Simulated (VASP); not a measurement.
NaCl:

```xyz
2
Lattice="0.0000 2.8100 2.8100 2.8100 0.0000 2.8100 2.8100 2.8100 0.0000" Properties=species:S:1:pos:R:3 pbc="T T T"
Na    0.0000    0.0000    0.0000
Cl    2.8100    2.8100    2.8100
```

Base run:

* Program: VASP 6.6.1
* Functional: PBE
* Potentials or basis: VASP PAW PBE potentials, release 64 (Na_pv, Cl)
* Cutoff: 520 eV
* k mesh: 6 × 6 × 6
* Occupations: gaussian, width 0.03 eV
* Spin: no spin polarisation

Its results: band gap on the k mesh 5.15 eV, direct; pressure 1.0 GPa.

The run is repeated on the same cell with these changes: functional from PBE to PBEsol. What comes out?

Band gap on the k mesh 4.97 eV, direct; pressure -0.2 GPa.

PBEsol binds more tightly than PBE, so the same cell stands under less pressure.

Caveats: the PAW data sets were made with another functional, which shifts forces and pressure a little (some runs).

A k mesh can miss the band edges.

Not every run made on this cell is shown here.
